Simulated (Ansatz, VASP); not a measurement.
# BiN: VASP beside Ansatz

Contents of INCAR:

```
SYSTEM = BiN
PREC     = Accurate       ! precision mode
ENCUT    = 600            ! plane-wave cutoff, eV
EDIFF    = 1E-6           ! SCF threshold, eV
ISMEAR   = 0              ! smearing method
SIGMA    = 0.05           ! smearing width, eV
LREAL    = .FALSE.        ! projectors in reciprocal space
LASPH    = .TRUE.         ! aspherical terms in the spheres
NELM     = 100            ! most SCF steps
ALGO     = Normal         ! electronic algorithm
ISIF     = 4              ! what is computed and relaxed
LWAVE    = .FALSE.        ! write WAVECAR
LCHARG   = .FALSE.        ! write CHGCAR
GGA      = PE             ! functional
IBRION   = 2              ! ionic algorithm
NSW      = 60             ! ionic steps
EDIFFG   = -0.01          ! ionic threshold
```

File KPOINTS:

```
regular mesh
0
G
  12 12 10
  0 0 0
```

POSCAR

```
BiN
1.0
    3.4659506778      0.0000000000      0.0000000000
   -1.7329753389      3.0016013353      0.0000000000
    0.0000000000      0.0000000000      3.2432624091
Bi N
1 1
Direct
    0.0000000000      0.0000000000      0.0000000000
    0.6666666667      0.3333333333      0.5000000000
```

Input for Ansatz:

```yaml
crystal:
  lattice:
    - [3.4659506778, 0.0, 0.0]
    - [-1.7329753389, 3.0016013353, 0.0]
    - [0.0, 0.0, 3.2432624091]
  atoms:
    - { symbol: Bi, position: [0.0, 0.0, 0.0] }
    - { symbol: "N", position: [0.6666666667, 0.3333333333, 0.5] }
basis:
  ecutwfc: 420
  ecutrho_ratio: 4
kpoints:
  mp_grid: { grid: [12, 12, 10] }
hamiltonian:
  xc: pbe
scf:
  occupations: { method: gaussian, width: 0.05 }
output:
  forces: true
  stress: true
  eigenvalues: true
relax:
  f_tol: 0.01
  max_steps: 40
  cell: { stress_tol: 0.1, fix: [volume] }
```

Alike in both runs: task relaxation of shape and atoms at fixed volume; functional PBE; k mesh 12 × 12 × 10; occupations gaussian, width 0.05 eV; no spin polarisation.

|  | VASP | Ansatz |
| --- | --- | --- |
| version | VASP 6.6.1 | Ansatz 0.2.0 |
| potentials or method | VASP PAW PBE potentials, release 64 (Bi_d, N) | scalar-relativistic, plane waves, PAW |
| plane-wave cutoff (eV) | 600 | 420 |
| valence electrons in the cell | 20 | 20 |

VASP gave:

- gap on the k mesh at the Fermi level, each at its own relaxed structure (eV): none
- relaxed volume (Å³/atom): 16.87
- relaxed cell length with the largest relative difference (Å): 3.253

Which values does Ansatz return?

gap on the k mesh at the Fermi level, each at its own relaxed structure (eV): none; relaxed volume (Å³/atom): 16.87; relaxed cell length with the largest relative difference (Å): 3.252.

A gap of «none» marks a metal or a gap that the smearing closes.

Caveats: spin-orbit coupling is left out, which moves the levels of the heavy elements.
